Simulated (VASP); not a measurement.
An input for Quantum ESPRESSO's pw.x (written as the equivalent of a VASP run, and not itself run):

```
&CONTROL
  calculation = 'scf'
  pseudo_dir = './pseudo'
  outdir = './out'
  tprnfor = .true.
  tstress = .true.
/
&SYSTEM
  ibrav = 0
  nat = 3
  ntyp = 2
  ecutwfc = 84
  occupations = 'smearing'
  smearing = 'methfessel-paxton'
  degauss = 0.00735
  input_dft = 'pbe'
/
&ELECTRONS
  conv_thr = 7.3e-08
  electron_maxstep = 100
/
ATOMIC_SPECIES
  Te 127.600 Te.upf
  Pt 195.084 Pt.upf
CELL_PARAMETERS angstrom
     2.0438120   -3.4342140    0.0000000
     2.0438120    3.4342140    0.0000000
     0.0000000    0.0000000    5.0747030
ATOMIC_POSITIONS crystal
  Te   0.3333330  0.6666670  0.2540000
  Te   0.6666670  0.3333330  0.7460000
  Pt   0.0233520  0.0233520  0.0000000
K_POINTS automatic
  8 8 6 0 0 0
```

Q: Translate this input to VASP (INCAR, KPOINTS, POSCAR, choice of POTCAR).

A: Several could match; the one computed here: 
**POSCAR**
```
PtTe2
1
    2.0438120000    -3.4342140000     0.0000000000
    2.0438120000     3.4342140000     0.0000000000
    0.0000000000     0.0000000000     5.0747030000
Te Pt
2 1
Direct
  0.3333330000   0.6666670000   0.2540000000
  0.6666670000   0.3333330000   0.7460000000
  0.0233520000   0.0233520000   0.0000000000
```

KPOINTS:
```
Automatic mesh
0
Gamma
8 8 6
0 0 0
```

### INCAR
```
SYSTEM=PtTe2
PREC=Accurate; ENCUT=400; LREAL=F
LASPH=T
EDIFF=1E-6; NELM=100; ALGO=Normal
LMAXMIX=6
ISMEAR=1; SIGMA=0.1
GGA=PE
ISIF=2
LWAVE=F; LCHARG=F
```

POTCAR, in this order: Te Pt (PBE.64 set). Program: vasp_std.

The two are equivalent in intent, not identical: the potentials are each code's own (VASP's PAW set, PseudoDojo norm-conserving files in pw.x), so ENCUT and ecutwfc are chosen apart and not converted; conv_thr bounds pw.x's estimated SCF error, while EDIFF bounds the energy change between steps.

The compound is PtTe2 in the 1T layered structure. The cell was not relaxed at this level.
